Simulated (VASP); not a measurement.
Consider the following.

```xyz
6
Lattice="4.7561 0.0000 0.0000 0.0000 4.7561 0.0000 0.0000 0.0000 3.1683" Properties=species:S:1:pos:R:3 pbc="T T T"
Zn     2.3780     2.3780     1.5841
Zn     0.0000     0.0000     0.0000
F      3.3143     3.3143     0.0000
F      1.4418     1.4418     0.0000
F      3.8198     0.9363     1.5841
F      0.9363     3.8198     1.5841
```

All values below come from PBEsol GGA, VASP's PBE PAW potentials (set 64) (plane waves; VASP). Numerical set-up: 560 eV cut-off, 7×7×10 Γ-centred mesh, Gaussian smearing of 0.050 eV, potentials Zn F.

Energy and stress use the plane-wave basis of the starting cell.

### Question
The ions, cell shape and volume are relaxed. Give the cell that the relaxation ends in.

### Answer

```xyz
6
Lattice="4.7222 0.0000 0.0000 0.0000 4.7222 0.0000 0.0000 0.0000 3.1385" Properties=species:S:1:pos:R:3 pbc="T T T"
Zn     2.3611     2.3611     1.5692
Zn     0.0000     0.0000     0.0000
F      3.2879     3.2879     0.0000
F      1.4342     1.4342     0.0000
F      3.7953     0.9269     1.5692
F      0.9269     3.7953     1.5692
```
Space group P4_2/mnm (136), at a tolerance of 0.03 Å.

### Question
How do energy and volume change from the first to the last step?

### Answer
The energy (σ→0) changes by -2.6 meV/atom and the volume by -2.3 %, in 6 ionic steps.

The structure comes from a computed database's ZnF2 entry; how it stands against other phases isn't given here. This run relaxes it. Symmetry was kept, so distortions that lower it aren't found. The run is one of a series of settings (EDIFF = 1E-09, EDIFFG = -0.005, ENCUT = 560, IBRION = 2, ISIF = 3, NSW = 50, KPOINTS 7×7×10 Γ-centred mesh against the base run), some of them coarse on purpose.
